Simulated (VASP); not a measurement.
```xyz
2
Lattice="2.8417 0.0000 0.0000 0.0000 2.8417 0.0000 0.0000 0.0000 2.8417" Properties=species:S:1:pos:R:3 pbc="T T T"
Al     1.4209     1.4209     1.4209
Fe     0.0000     0.0000     0.0000
```

Computed with PBE GGA with D4 dispersion, VASP's PBE PAW potentials (set 64) (plane waves; VASP). Settings: 520 eV cut-off, 12×12×12 Γ-centred mesh, first-order Methfessel-Paxton smearing of 0.10 eV, potentials Al Fe.

### Question
What does the run give for the energy per atom (σ→0), band gap (on the k-mesh) with the smallest direct gap where there is one?

### Answer

- band gap (on the k-mesh): none (metal, semimetal or under 0.01 eV)
- energy per atom (σ→0): -6.719 eV/atom

Total energies compare only between runs with the same potentials, cut-off and functional.

The compound is FeAl in the CsCl type structure. It was relaxed first, which changed the volume by -7 %. The start is the result of an earlier pass. The run is not spin-polarised, so no magnetic state was tried. The electron count is odd and the run is not spin-polarised, which forces a metal.
